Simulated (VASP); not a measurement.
BaSrMgWO6:

```xyz
10
Lattice="0.0000 4.0680 4.0680 4.0680 0.0000 4.0680 4.0680 4.0680 0.0000" Properties=species:S:1:pos:R:3 pbc="T T T"
Ba    2.0340    2.0340    2.0340
Sr    6.1020    6.1020    6.1020
Mg    4.0680    4.0680    4.0680
W     0.0000    0.0000    0.0000
O     4.0680    1.9595    4.0680
O     4.0680    4.0680    1.9595
O     1.9595    4.0680    4.0680
O     4.0680    6.1765    4.0680
O     4.0680    4.0680    6.1765
O     6.1765    4.0680    4.0680
```

The cell comes from a database or a generator and needn't be the stable form of this composition.

```yaml
Program: VASP 6.6.1
Task: relaxation of cell and atoms
Functional: r2SCAN
Potentials_or_basis: VASP PAW PBE potentials, release 64 (Ba_sv, Sr_sv, Mg, W_sv, O)
Cutoff: 600 eV
k_mesh: 6 × 6 × 6
Occupations: gaussian, width 0.03 eV
Spin: no spin polarisation
```

At the start: pressure -6.7 GPa; volume 13.46 Å³/atom.

Task: Where does the relaxation end?

Result: Over 5 steps the energy falls by 11.7 meV/atom and the volume is 12.96 Å³/atom (-3.8 %); space group F-43m (No. 216, to 0.05 Å).

The path:
```csv
step,energy change (eV),largest force (eV/Å),pressure (GPa),volume (Å³)
1,0.0000,0.6613,-6.69,134.64
2,0.2538,2.0580,12.65,123.99
3,-0.1108,0.1850,-0.67,130.65
4,-0.1108,0.2038,-0.54,130.57
5,-0.1174,0.0023,-0.01,129.56
```

Final structure:
```
CELL_PARAMETERS angstrom
0.00000 4.01620 4.01620
4.01620 0.00000 4.01620
4.01620 4.01620 0.00000
ATOMIC_POSITIONS crystal
Ba 0.25000 0.25000 0.25000
Sr 0.75000 0.75000 0.75000
Mg 0.50000 0.50000 0.50000
W 0.00000 0.00000 0.00000
O 0.24041 0.75959 0.24041
O 0.24041 0.24041 0.75959
O 0.75959 0.24041 0.24041
O 0.75959 0.24041 0.75959
O 0.75959 0.75959 0.24041
O 0.24041 0.75959 0.75959
```

Caveat: the PAW data sets were made with another functional, which shifts forces and pressure a little.
